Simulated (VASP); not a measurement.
# TiOs (Pm-3m) in VASP: further runs, part 2 of 2

VASP 6.6.1. The steps go on from the part before.

**3. Relaxation of cell and atoms, LDA**

Input file INCAR:

```
ALGO = Fast
EDIFF = 1E-7
EDIFFG = -0.005
ENCUT = 600
IBRION = 2
ISIF = 3
ISMEAR = 0
LASPH = True
LCHARG = False
LREAL = False
LWAVE = False
NELM = 100
NSW = 70
PREC = Accurate
SIGMA = 0.1
```

Input file KPOINTS:

```
k-points
0
Gamma
  14 14 14
```

Input file POSCAR:

```
TiOs
1.0
    3.0947506400      0.0000000000      0.0000000000
    0.0000000000      3.0947506400      0.0000000000
    0.0000000000      0.0000000000      3.0947506400
Ti Os
1 1
Direct
    0.5000000000      0.5000000000      0.5000000000
    0.0000000000      0.0000000000      0.0000000000
```

Potentials or basis: VASP PAW LDA potentials, release 64 (Ti_sv, Os).

Run with:

```sh
cat potpaw_LDA.64/Ti_sv/POTCAR potpaw_LDA.64/Os/POTCAR > POTCAR
mpirun -np 1 vasp_std > vasp.out
```

OUTCAR:

```text
EDIFF = 1E-7
   EDIFFG = -0.005
   ENCUT = 600
   IBRION = 2
   ISIF = 3
   ISMEAR = 0
   LASPH = True
   LREAL = False
   NELM = 100
   NSW = 70
   PREC = Accurate

 ion  position               nearest neighbor table
   1  0.500  0.500  0.500-   2 2.68   2 2.68   2 2.68   2 2.68   2 2.68   2 2.68   2 2.68   2 2.68

   2  0.000  0.000  0.000-   1 2.68   1 2.68   1 2.68   1 2.68   1 2.68   1 2.68   1 2.68   1 2.68

  LATTYP: Found a simple cubic cell.
 ALAT       =     3.0947506400

  Lattice vectors:

 A1 = (   3.0947506400,   0.0000000000,   0.0000000000)
 A2 = (   0.0000000000,   3.0947506400,   0.0000000000)
 A3 = (   0.0000000000,   0.0000000000,   3.0947506400)

Analysis of symmetry for initial positions (statically):
=====================================================================
 Subroutine PRICEL returns:
 Original cell was already a primitive cell.

 Routine SETGRP: Setting up the symmetry group for a
 simple cubic supercell.

 Subroutine GETGRP returns: Found 48 space group operations
 (whereof 48 operations were pure point group operations)
 out of a pool of 48 trial point group operations.

The static configuration has the point symmetry O_h .

Analysis of symmetry for dynamics (positions and initial velocities):
=====================================================================
 Subroutine PRICEL returns:
 Original cell was already a primitive cell.

 Routine SETGRP: Setting up the symmetry group for a
 simple cubic supercell.

 Subroutine GETGRP returns: Found 48 space group operations
 (whereof 48 operations were pure point group operations)
 out of a pool of 48 trial point group operations.

The dynamic configuration has the point symmetry O_h .

 Subroutine INISYM returns: Found 48 space group operations
 (whereof 48 operations are pure point group operations),
 and found     1 'primitive' translations

----------------------------------------------------------------------------------------

                                     Primitive cell

  volume of cell :      29.6399

  direct lattice vectors                    reciprocal lattice vectors
     3.094750640  0.000000000  0.000000000     0.323127811  0.000000000  0.000000000
     0.000000000  3.094750640  0.000000000     0.000000000  0.323127811  0.000000000
     0.000000000  0.000000000  3.094750640     0.000000000  0.000000000  0.323127811

  length of vectors
     3.094750640  3.094750640  3.094750640     0.323127811  0.323127811  0.323127811

  position of ions in fractional coordinates (direct lattice)
     0.500000000  0.500000000  0.500000000
     0.000000000  0.000000000  0.000000000

  ion indices of the primitive-cell ions
   primitive index   ion index
                 1           1
                 2           2

----------------------------------------------------------------------------------------

 KPOINTS: k-points

Automatic generation of k-mesh.
 Grid dimensions read from file:
 generate k-points for:   14   14   14

 Generating k-lattice:

  Cartesian coordinates                     Fractional coordinates (reciprocal lattice)
     0.023080558  0.000000000  0.000000000     0.071428571  0.000000000  0.000000000
     0.000000000  0.023080558  0.000000000     0.000000000  0.071428571  0.000000000
     0.000000000  0.000000000  0.023080558     0.000000000  0.000000000  0.071428571

  Length of vectors
     0.023080558  0.023080558  0.023080558

[... 47 lines left out ...]
   ISPIN  =      1    spin polarized calculation?
   LNONCOLLINEAR =      F non collinear calculations
   LSORBIT =      F    spin-orbit coupling
   LASPH  =      T    aspherical Exc in radial PAW
   ENCUT  =  600.0 eV  44.10 Ry    6.64 a.u.   6.18  6.18  6.18*2*pi/ulx,y,z
   NELM   =    100;   NELMIN=  2; NELMDL= -5     # of ELM steps
   EDIFF  = 0.1E-06   stopping-criterion for ELM
   LREAL  =      F    real-space projection
   EDIFFG = -.5E-02   stopping-criterion for IOM
   NSW    =     70    number of steps for IOM
   IBRION =      2    ionic relax: 0-MD 1-quasi-New 2-CG
   NFREE  =      1    steps in history (QN), initial steepest desc. (CG)
   ISIF   =      3    stress and relaxation
   ISYM   =      2    0-nonsym 1-usesym 2-fastsym
   POTIM  = 0.5000    time-step for ionic-motion
   TEBEG  =    0.0;   TEEND  =   0.0 temperature during run
   PSTRESS=    0.0 pullay stress
   NELECT =      20.0000    total number of electrons
   NUPDOWN=      -1.0000    fix difference up-down
   EMIN   =  10.00;   EMAX   =-10.00  energy-range for DOS
   EFERMI =   0.00;   METHOD = LEGACY
   ISMEAR =     0;   SIGMA  =   0.10  broadening in eV -4-tet -1-fermi 0-gaus
   EFERMI_NEDOS =   21; number of points for ismear=-14 and -15
   IALGO  =     68    algorithm
   IMIX   =      4    mixing-type and parameters
     AMIX     =   0.40;   BMIX     =  1.00
     AMIX_MAG =   1.60;   BMIX_MAG =  1.00
  volume/ion in A,a.u.               =      14.82       100.01
  Fermi-wavevector in a.u.,A,eV,Ry     =   1.435905  2.713468 28.052824  2.061824
  Thomas-Fermi vector in A             =   2.555152
   LORBIT       =      0    0 simple, 1 ext, 2 COOP (PROOUT), +10 PAW based schemes
   GGA     = CA    functional components
   LHFCALC =     F    Hartree Fock is set to
   AEXX    =    0.0000 exact exchange contribution
   IVDW    =     0    specifies the selected vdW correction
   LEPSILON=     F    determine dielectric tensor
   LRPA    =     F    only Hartree local field effects (RPA)
 conjugate gradient relaxation of ions
 non-spin polarized calculation
 RMM-DIIS sequential band-by-band and
 Gauss-broadening in eV      SIGMA  =   0.10
  energy-cutoff  :      600.00
  volume of cell :       29.64
 maximum number of plane-waves:      1021
 NGX is ok and might be reduce to    28
   NGX = 13   NGY = 13   NGZ = 13

--------------------------------------- Ionic step        1  -------------------------------------------

 number of electron      19.9999996 magnetization

 Free energy of the ion-electron system (eV)
  ---------------------------------------------------
  ext. energy  EPLUGINS =         0.00000000
  ---------------------------------------------------
  free energy    TOTEN  =       -22.62499619 eV

  energy without entropy =      -22.62280628  energy(sigma->0) =      -22.62390123

------------------------ aborting loop because EDIFF is reached ----------------------------------------

  FORCE on cell =-STRESS in cart. coord.  units (eV):
  Direction    XX          YY          ZZ          XY          YZ          ZX
  --------------------------------------------------------------------------------------
  -------------------------------------------------------------------------------------
  Total       -2.4178591     -2.4178591     -2.4178591      0.0000000      0.0000000     -0.0000000
  in kB     -130.6966911   -130.6966911   -130.6966911      0.0000000      0.0000000     -0.0000000
  external PRESSURE =    -130.6966911 kB  Pullay stress =       0.0000000 kB
[... 23 lines left out ...]
--------------------------------------- Ionic step        2  -------------------------------------------

 number of electron      20.0000000 magnetization

 E-fermi :  11.6878     XC(G=0): -14.2351

 val. band max:       11.6810099772   @ k =   0.5000   0.1429   0.0714
 cond. band min:      11.7093746516   @ k =   0.5000   0.4286   0.0714
 fundamental gap:      0.0283646744
 Fermi energy:        11.6877692197

 k-point     1 :       0.0000    0.0000    0.0000
  band No.  band energies     occupation
      1     -44.4063      2.00000
      2     -20.9003      2.00000
      3     -20.9003      2.00000
      4     -20.9003      2.00000
      5       2.3531      2.00000
      6       4.9508      2.00000
      7       4.9508      2.00000
      8       9.9383      2.00000
      9       9.9383      2.00000
     10       9.9383      2.00000
     11      13.7499      0.00000
     12      13.7499      0.00000
     13      16.1736      0.00000
     14      16.1736      0.00000
[... 570 lines left out ...]
--------------------------------------- Ionic step        7  -------------------------------------------

 number of electron      20.0000003 magnetization

 Free energy of the ion-electron system (eV)
  ---------------------------------------------------
  ext. energy  EPLUGINS =         0.00000000
  ---------------------------------------------------
  free energy    TOTEN  =       -22.68886247 eV

  energy without entropy =      -22.68632875  energy(sigma->0) =      -22.68759561

 E-fermi :   9.7903     XC(G=0): -13.5205

 val. band max:        9.7598668900   @ k =   0.5000   0.4286   0.0000
 cond. band min:       9.8220453827   @ k =   0.5000   0.1429   0.0000
 fundamental gap:      0.0621784927
 Fermi energy:         9.7903205494

 k-point     1 :       0.0000    0.0000    0.0000
  band No.  band energies     occupation
      1     -46.5001      2.00000
      2     -23.0211      2.00000
      3     -23.0211      2.00000
      4     -23.0211      2.00000
      5       1.1220      2.00000
      6       4.1927      2.00000
      7       4.1927      2.00000
      8       8.3411      2.00000
      9       8.3411      2.00000
     10       8.3411      2.00000
     11      11.6246      0.00000
     12      11.6246      0.00000
     13      13.5940      0.00000
     14      13.5940      0.00000
[... 420 lines left out ...]
  FREE ENERGIE OF THE ION-ELECTRON SYSTEM (eV)
  ---------------------------------------------------
  free  energy   TOTEN  =       -22.6888624708 eV

  energy  without entropy=      -22.6863287530  energy(sigma->0) =      -22.68759561

 reached required accuracy - stopping structural energy minimisation
```

OSZICAR:

```text
N       E                     dE             d eps       ncg     rms          rms(c)
DAV:   1     0.184505476642E+03    0.18451E+03   -0.11645E+04  3376   0.180E+03
DAV:   2    -0.500371807111E+01   -0.18951E+03   -0.18515E+03  3516   0.463E+02
DAV:   3    -0.242829080888E+02   -0.19279E+02   -0.18843E+02  6340   0.126E+02
[... 140 lines left out ...]
RMM:   6    -0.226888605589E+02   -0.17162E-05   -0.10279E-05  4340   0.162E-02    0.718E-03
RMM:   7    -0.226888606199E+02   -0.60993E-07   -0.17558E-06  3347   0.813E-03    0.904E-03
RMM:   8    -0.226888622713E+02   -0.16514E-05   -0.44210E-06  4361   0.215E-02    0.118E-03
RMM:   9    -0.226888624280E+02   -0.15671E-06   -0.18986E-06  3073   0.909E-03    0.275E-03
RMM:  10    -0.226888624708E+02   -0.42762E-07   -0.27959E-07  2414   0.386E-03
   7 F= -.22688862E+02 E0= -.22687596E+02  d E =-.108088E-04
```

It took 4.8 min on 1 thread of Intel Xeon 6975P-C (Granite Rapids), shared host; peak memory 0.21 GiB.

What came out:

* Free energy: -22.6889 eV
* Relaxed volume: 14.07 Å³/atom
* Relaxed cell: a = 3.042 Å, b = 3.042 Å, c = 3.042 Å, α = 90.00°, β = 90.00°, γ = 90.00°
* Space group after relaxing (to 0.05 Å): Pm-3m (No. 221)
* Energy gained by relaxing: 31.9 meV/atom
* Ionic steps: 7
* Pressure after relaxing: -0.1 GPa
* Band gap on the k mesh: none (metal or under the smearing width)

The path:
```csv
step,energy change (eV),largest force (eV/Å),pressure (GPa),volume (Å³)
1,0.0000,0.0000,-13.07,29.64
2,0.3868,0.0000,47.64,24.75
3,-0.0637,0.0000,-0.69,28.21
4,-0.0639,0.0000,-0.11,28.16
5,-0.0639,0.0000,0.13,28.13
6,-0.0638,0.0000,-0.23,28.17
7,-0.0639,0.0000,-0.05,28.15
```

Final structure:
```xyz
2
Lattice="3.0419 0.0000 0.0000 0.0000 3.0419 0.0000 0.0000 0.0000 3.0419" Properties=species:S:1:pos:R:3 pbc="T T T"
Ti    1.5209    1.5209    1.5209
Os    0.0000    0.0000    0.0000
```

Spin-orbit coupling is left out, which matters for the levels of Os. LDA usually gives volumes a few per cent too small.
